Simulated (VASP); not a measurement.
An input for Ansatz (written as the equivalent of a VASP run, and not itself run):

Ansatz 0.2 input:
```yaml
crystal:
  lattice:
    - [4.6512587, 0.0000000, 0.0000000]
    - [0.0000000, 4.6512587, 0.0000000]
    - [0.0000000, 0.0000000, 3.0733452]
  atoms:
    - { symbol: Mg, position: [0.0000000, 0.0000000, 0.0000000] }
    - { symbol: Mg, position: [0.5000000, 0.5000000, 0.5000000] }
    - { symbol: F, position: [0.3027950, 0.3027950, 0.0000000] }
    - { symbol: F, position: [0.8027950, 0.1972050, 0.5000000] }
    - { symbol: F, position: [0.1972050, 0.8027950, 0.5000000] }
    - { symbol: F, position: [0.6972050, 0.6972050, 1.0000000] }
kpoints:
  mp_grid: { grid: [5, 5, 7] }
hamiltonian:
  xc: pbe
  dispersion: d4
  pseudopotentials: { kind: paw }
scf:
  occupations: { method: gaussian, width: 0.05 }
  max_iter: 100
relax:
  max_steps: 60
  f_tol: 0.02
  cell: {}
output: { forces: true, stress: true, eigenvalues: true }
```

Task: Write the VASP files for the same calculation (PBE-D4).

Result: Several could match; the one computed here: 
**INCAR**
```
SYSTEM = MgF2
PREC = Accurate
ENCUT = 520
EDIFF = 1E-6
NELM = 100
ALGO = Normal
LREAL = .FALSE.
LASPH = .TRUE.
ISMEAR = 0
SIGMA = 0.05
GGA = PE
IVDW = 13
LWAVE = .FALSE.
LCHARG = .FALSE.
IBRION = 2
ISIF = 3
NSW = 60
EDIFFG = -0.02
```

File KPOINTS:
```
K-points
0
Gamma
5 5 7
```

POSCAR:
```
MgF2
1
    4.6512586553    -0.0000000000     0.0000000000
    0.0000000000     4.6512586553     0.0000000000
    0.0000000000     0.0000000000     3.0733452244
Mg F
2 4
Direct
  0.0000000000   0.0000000000   0.0000000000
  0.5000000000   0.5000000000   0.5000000000
  0.3027950162   0.3027950162   0.0000000000
  0.8027950162   0.1972049838   0.5000000000
  0.1972049838   0.8027950162   0.5000000000
  0.6972049838   0.6972049838   1.0000000000
```

POTCAR, in this order: Mg F (PBE.64 set). Program: vasp_std.

Limits of the translation: each code has its own PAW files, so the cut-off isn't converted (ENCUT is set for VASP's; basis.ecutwfc is left out, and Ansatz then takes the one that its files recommend); Ansatz stops its SCF on the density residual and VASP on the energy change (EDIFF).

The compound is MgF2 in the rutile structure. It was relaxed first. The start is the result of an earlier pass.
